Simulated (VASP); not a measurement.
Consider the following.

```
CuZn
1.0
    2.96956     0.00000     0.00000
    0.00000     2.96956     0.00000
    0.00000     0.00000     2.96956
Zn Cu
1 1
Direct
  0.50000   0.50000   0.50000
  0.00000   0.00000   0.00000
```

Method: PBEsol GGA, VASP's PBE PAW potentials (set 64) (plane waves; VASP). Numerical set-up: 520 eV cut-off, 12×12×12 Γ-centred mesh, first-order Methfessel-Paxton smearing of 0.10 eV, potentials Zn Cu.

Task: Give the stress tensor in GPa (positive for a compressed cell).

Result: 
```
-6.54   0.00   0.00
 0.00  -6.54   0.00
 0.00   0.00  -6.54
```
The pressure is its mean diagonal, -6.54 GPa.

The compound is CuZn in the CsCl type structure. This cell is one point of a volume scan, at 1.06 of the reference volume. The electron count is odd and the run is not spin-polarised, which forces a metal.
